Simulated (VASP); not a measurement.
Input of a VASP 6.6.1 run:

The input INCAR:

```
PREC = Accurate ; ENCUT = 600
EDIFF = 1E-7 ; ISMEAR = 0
SIGMA = 0.03 ; LREAL = False
LASPH = True ; NELM = 80
ALGO = Normal ; ISIF = 2
LWAVE = False ; LCHARG = False
IBRION = 2 ; NSW = 40
EDIFFG = -0.01
```

KPOINTS

```
regular mesh
0
Gamma
  10 10 10
```

Contents of POSCAR:

```
Ge                                      
1.0
    0.0000000000      2.7935626824      2.7935626824
    2.7935626824      0.0000000000      2.7935626824
    2.7935626824      2.7935626824      0.0000000000
  Ge            
     2
Direct
     0.0000000000000000    0.0000000000000000    0.0000000000000000
     0.2500000000000000    0.2500000000000000    0.2500000000000000
```

Potentials or basis: VASP PAW LDA potentials, release 64 (Ge_d).

Launch:

```sh
$ cat potpaw_LDA.64/Ge_d/POTCAR > POTCAR
$ mpirun -np 1 vasp_std > vasp.out
```

Task: Estimate the band gap on the k mesh.

Result: 0.18 eV, indirect (least direct gap 0.20 eV).

Final structure:
```yaml
crystal:
  lattice:
    - [0.00000, 2.79356, 2.79356]
    - [2.79356, 0.00000, 2.79356]
    - [2.79356, 2.79356, 0.00000]
  atoms:
    - { symbol: Ge, position: [0.00000, 0.00000, 0.00000] }
    - { symbol: Ge, position: [0.25000, 0.25000, 0.25000] }
```

Caveat: the relaxation stopped at its first step, so nothing moved. A k mesh can miss the band edges.
